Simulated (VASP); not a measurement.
Computed with PBEsol GGA, VASP's PBE PAW potentials (set 64) (plane waves; VASP).

Input for VASP

### POSCAR
```
MnSi
1
    4.4100204925    -0.0000000000    -0.0000000000
    0.0000000000     4.4100204925    -0.0000000000
   -0.0000000000     0.0000000000     4.4100204925
Mn Si
4 4
Direct
  0.8617929846   0.6382070154   0.3617929846
  0.3617929846   0.8617929846   0.6382070154
  0.1382070154   0.1382070154   0.1382070154
  0.6382070154   0.3617929846   0.8617929846
  0.1541985730   0.3458014270   0.6541985730
  0.6541985730   0.1541985730   0.3458014270
  0.8458014270   0.8458014270   0.8458014270
  0.3458014270   0.6541985730   0.1541985730
```

INCAR:
```
! general
SYSTEM  = MnSi
PREC    = Accurate
ENCUT   = 500   ! plane-wave cut-off (eV)
LREAL   = F   ! projection in real space or not
LASPH   = T

! electronic loop
EDIFF   = 1E-6   ! SCF stop (eV)
NELM    = 100   ! most electronic steps
ALGO    = Normal
LMAXMIX = 4   ! l cut-off of mixed one-centre charges

! smearing
ISMEAR  = 1   ! Methfessel-Paxton
SIGMA   = 0.1

! functional
GGA     = PS   ! PBEsol

! spin
ISPIN   = 2   ! spin-polarised
MAGMOM  = 4*0.9 4*-0.0

! ions
IBRION  = 2   ! conjugate gradients
NSW     = 40
ISIF    = 3   ! ions, shape and volume
EDIFFG  = -0.02
PSTRESS = 100

! output
LWAVE   = F
LCHARG  = F
LORBIT  = 10
```

**KPOINTS**
```
kpoints
0
G
 7 7 7
```

POTCAR, in this order: Mn_pv Si (PBE.64 set). Program: vasp_std.

Output

**OUTCAR**
```
 ion  position               nearest neighbor table
   1  0.862  0.638  0.362-   5 2.23   6 2.32   7 2.32   8 2.32   6 2.45   7 2.45   8 2.45   2 2.71
                             4 2.71   3 2.71   3 2.71   2 2.71   4 2.71
   2  0.362  0.862  0.638-   6 2.23   5 2.32   7 2.32   8 2.32   8 2.45   5 2.45   7 2.45   1 2.71
                             3 2.71   4 2.71   3 2.71   1 2.71   4 2.71
   3  0.138  0.138  0.138-   7 2.23   6 2.32   5 2.32   8 2.32   8 2.45   5 2.45   6 2.45   2 2.71
                             4 2.71   1 2.71   2 2.71   1 2.71   4 2.71
   4  0.638  0.362  0.862-   8 2.23   6 2.32   7 2.32   5 2.32   5 2.45   6 2.45   7 2.45   1 2.71
                             1 2.71   2 2.71   2 2.71   3 2.71   3 2.71
   5  0.154  0.346  0.654-   1 2.23   2 2.32   3 2.32   4 2.32   2 2.45   3 2.45   4 2.45   8 2.73
                             6 2.73   8 2.73   7 2.73   7 2.73   6 2.73
   6  0.654  0.154  0.346-   2 2.23   1 2.32   3 2.32   4 2.32   4 2.45   1 2.45   3 2.45   8 2.73
                             7 2.73   5 2.73   8 2.73   7 2.73   5 2.73
   7  0.846  0.846  0.846-   3 2.23   2 2.32   1 2.32   4 2.32   4 2.45   1 2.45   2 2.45   5 2.73
                             6 2.73   8 2.73   6 2.73   5 2.73   8 2.73
   8  0.346  0.654  0.154-   4 2.23   2 2.32   3 2.32   1 2.32   1 2.45   2 2.45   3 2.45   7 2.73
                             5 2.73   5 2.73   6 2.73   6 2.73   7 2.73
  LATTYP: Found a simple cubic cell.
 ALAT       =     4.4100204925
 Subroutine PRICEL returns:
 Original cell was already a primitive cell.
 Subroutine GETGRP returns: Found 12 space group operations
The static configuration has the point symmetry C_3 .
 The point group associated with its full space group is T   .
The dynamic configuration has the point symmetry C_3 .
...
```

**OSZICAR**
```
       N       E                     dE             d eps       ncg     rms          rms(c)
DAV:   1     0.798502852635E+03    0.79850E+03   -0.35448E+04  4040   0.189E+03
DAV:   2    -0.749902431539E+01   -0.80600E+03   -0.78295E+03  4032   0.560E+02
DAV:   3    -0.737011256736E+02   -0.66202E+02   -0.63953E+02  4620   0.166E+02
DAV:   4    -0.757791820489E+02   -0.20781E+01   -0.20511E+01  4886   0.287E+01
DAV:   5    -0.758193089721E+02   -0.40127E-01   -0.40081E-01  4782   0.441E+00    0.399E+01
DAV:   6    -0.755810654866E+02    0.23824E+00   -0.21169E+02  4968   0.101E+02    0.279E+01
DAV:   7    -0.663442772251E+02    0.92368E+01   -0.76847E+01  4382   0.624E+01    0.947E+00
DAV:   8    -0.662323818754E+02    0.11190E+00   -0.32869E+00  4234   0.956E+00    0.268E+00
DAV:   9    -0.661758131011E+02    0.56569E-01   -0.27237E-01  5026   0.345E+00    0.121E+00
DAV:  10    -0.661760650882E+02   -0.25199E-03   -0.13195E-02  4834   0.801E-01    0.788E-01
DAV:  11    -0.661809147385E+02   -0.48497E-02   -0.13871E-02  5100   0.666E-01    0.518E-01
DAV:  12    -0.661860883029E+02   -0.51736E-02   -0.15700E-02  5420   0.715E-01    0.236E-01
DAV:  13    -0.661865852212E+02   -0.49692E-03   -0.39689E-03  5308   0.350E-01    0.121E-01
DAV:  14    -0.661866455127E+02   -0.60292E-04   -0.48994E-04  4638   0.151E-01    0.654E-02
DAV:  15    -0.661866462191E+02   -0.70638E-06   -0.21438E-05  4426   0.365E-02    0.365E-02
DAV:  16    -0.661866454477E+02    0.77139E-06   -0.22589E-06  2838   0.844E-03
   1 F= -.60833473E+02 E0= -.60832807E+02  d E =-.608335E+02  mag=     3.3283
```

File OUTCAR:
```
------------------------ aborting loop because EDIFF is reached ----------------------------------------
  FORCE on cell =-STRESS in cart. coord.  units (eV):
  Direction    XX          YY          ZZ          XY          YZ          ZX
  --------------------------------------------------------------------------------------
  Total        5.3147157      5.3147157      5.3147157      0.0000000      0.0000000      0.0000000
  in kB       99.2816066     99.2816066     99.2816066      0.0000000      0.0000000      0.0000000
  external PRESSURE =      -0.7183934 kB  Pullay stress =     100.0000000 kB
  volume of cell :       85.77
      direct lattice vectors                 reciprocal lattice vectors
     4.410020493  0.000000000  0.000000000     0.226756316  0.000000000  0.000000000
     0.000000000  4.410020493  0.000000000     0.000000000  0.226756316  0.000000000
     0.000000000  0.000000000  4.410020493     0.000000000  0.000000000  0.226756316
 POSITION                                       TOTAL-FORCE (eV/Angst)
 -----------------------------------------------------------------------------------
      3.80052      2.81451      1.59551        -0.010190      0.010190     -0.010190
      1.59551      3.80052      2.81451        -0.010190     -0.010190      0.010190
      0.60950      0.60950      0.60950         0.010190      0.010190      0.010190
      2.81451      1.59551      3.80052         0.010190     -0.010190     -0.010190
      0.68002      1.52499      2.88503        -0.008559      0.008559     -0.008559
      2.88503      0.68002      1.52499        -0.008559     -0.008559      0.008559
      3.73000      3.73000      3.73000         0.008559      0.008559      0.008559
      1.52499      2.88503      0.68002         0.008559     -0.008559     -0.008559
 -----------------------------------------------------------------------------------
    total drift:                               -0.000001     -0.000002      0.000000
  FREE ENERGIE OF THE ION-ELECTRON SYSTEM (eV)
  ---------------------------------------------------
  free  energy   TOTEN  =       -66.1866454477 eV

  energy  without entropy=      -66.1846461826  energy(sigma->0) =      -66.18597903
  enthalpy is  TOTEN    =       -60.8334729230 eV   P V=        5.3531725247

 total charge

# of ion       s       p       d       tot
------------------------------------------
    1        0.363   6.442   5.379  12.184
    2        0.363   6.442   5.379  12.184
    3        0.363   6.442   5.379  12.184
    4        0.363   6.442   5.379  12.184
    5        0.746   0.951   0.000   1.698
    6        0.746   0.951   0.000   1.698
    7        0.746   0.951   0.000   1.698
    8        0.746   0.951   0.000   1.698
--------------------------------------------------
tot          4.437  29.573  21.516  55.525

 magnetization (x)

# of ion       s       p       d       tot
------------------------------------------
    1        0.000   0.005   0.864   0.869
    2        0.000   0.005   0.864   0.869
    3        0.000   0.005   0.864   0.869
    4        0.000   0.005   0.864   0.869
    5       -0.010  -0.026   0.000  -0.036
    6       -0.010  -0.026   0.000  -0.036
    7       -0.010  -0.026   0.000  -0.036
    8       -0.010  -0.026   0.000  -0.036
--------------------------------------------------
tot         -0.039  -0.082   3.457   3.335

 reached required accuracy - stopping structural energy minimisation
```
(Selected blocks of OUTCAR.)

The moments were started parallel, and other spin orders were not tried in this run.

The compound is MnSi in the B20 structure. It was relaxed first under an external pressure of 10 GPa.
